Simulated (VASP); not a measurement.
```xyz
3
Lattice="1.5953 -2.7631 0.0000 1.5953 2.7631 0.0000 0.0000 0.0000 3.5360" Properties=species:S:1:pos:R:3 pbc="T T T"
Hf     0.0000     0.0000     0.0000
B      1.5953     0.9210     1.7680
B      1.5953    -0.9210     1.7680
```

Level of theory: PBE GGA, VASP's PBE PAW potentials (set 64) (plane waves; VASP). Numerical set-up: 400 eV cut-off, 10×10×8 Γ-centred mesh, Gaussian smearing of 0.10 eV, potentials Hf_pv B.

At this cut-off the stress carries a Pulay error, which pulls relaxed volumes low.

Task: Give the stress tensor in GPa (positive for a compressed cell).

Result: 
```
-10.96    0.00    0.00
  0.00  -10.96    0.00
  0.00    0.00   -8.86
```
The pressure is its mean diagonal, -10.26 GPa.

The structure is a typed HfB2 crystal (P6/mmm). The cell was not relaxed at this level.
